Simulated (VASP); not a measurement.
Given:

```xyz
8
Lattice="2.8617 0.0000 0.0000 0.0000 2.8617 0.0000 0.0000 0.0000 24.0100" Properties=species:S:1:pos:R:3 pbc="T T T"
Al     1.4309     1.4309     7.0000
Al     1.4309     1.4309     9.8600
Al     1.4309     1.4309    12.7200
Al     1.4309     1.4309    15.5800
Co     0.0000     0.0000     8.4300
Co     0.0000     0.0000    11.2900
Co     0.0000     0.0000    14.1500
Co     0.0000     0.0000    17.0100
```

Calculation: PBE GGA, VASP's PBE PAW potentials (set 64) (plane waves; VASP). Run with 300 eV cut-off, 15×15×1 Γ-centred mesh, first-order Methfessel-Paxton smearing of 0.27 eV, potentials Al Co.

The cell holds a wide vacuum, so values per volume refer to the whole cell.

Problem. Estimate the energy per atom (σ→0), largest force, band gap (on the k-mesh) with the smallest direct gap where there is one.

Solution. 
```json
{
 "band gap (on the k-mesh)": "none (metal, semimetal or under 0.01 eV)",
 "energy per atom (σ→0)": "-5.602 eV/atom",
 "largest_force": "0.850 eV/Å"
}
```

Total energies compare only between runs with the same potentials, cut-off and functional.

The cell is a sheet with vacuum, built from a generated structure. The run is not spin-polarised, so no magnetic state was tried. VASP warned that the highest band is occupied, so more bands are needed.
